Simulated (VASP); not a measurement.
```yaml
crystal:
  lattice:
    - [0.00000, 3.08679, 3.08679]
    - [3.08679, 0.00000, 3.08679]
    - [3.08679, 3.08679, 0.00000]
  atoms:
    - { symbol: Ga, position: [0.00000, 0.00000, 0.00000] }
    - { symbol: Sb, position: [0.25000, 0.25000, 0.25000] }
```

All values below come from PBE GGA with D3 dispersion (zero damping), VASP's PBE PAW potentials (set 64) (plane waves; VASP). Run with 520 eV cut-off, Gaussian smearing of 0.050 eV, potentials Ga_d Sb.

Unless said otherwise, spin-orbit coupling is left out, though it shifts the bands of the heavy elements here.

Problem. Predict the band gap (along the path) with the smallest direct gap where there is one.

Solution. 
The band gap (along the path) is none (metal, semimetal or under 0.01 eV).

The compound is GaSb in the zinc blende structure. It was relaxed first.
